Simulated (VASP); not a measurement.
Here is the system:

```
CELL_PARAMETERS angstrom
      2.92986     0.00000     0.00000
      0.00000     2.92986     0.00000
      0.00000     0.00000     2.92986
ATOMIC_POSITIONS crystal
  Al 0.50000 0.50000 0.50000
  Ru 0.00000 0.00000 0.00000
```

Calculation: TPSS meta-GGA, VASP's PBE PAW potentials (set 64) (plane waves; VASP). Numerical set-up: 520 eV cut-off, 12×12×12 Γ-centred mesh, first-order Methfessel-Paxton smearing of 0.10 eV, potentials Al Ru_pv.

Problem. Give the stress tensor in GPa (positive for a compressed cell).

Solution. 
```
15.09   0.00   0.00
 0.00  15.09   0.00
 0.00   0.00  15.09
```
The pressure is its mean diagonal, 15.09 GPa.

The compound is RuAl in the CsCl type structure. This cell is one point of a volume scan, at 0.94 of the reference volume. The electron count is odd and the run is not spin-polarised, which forces a metal.
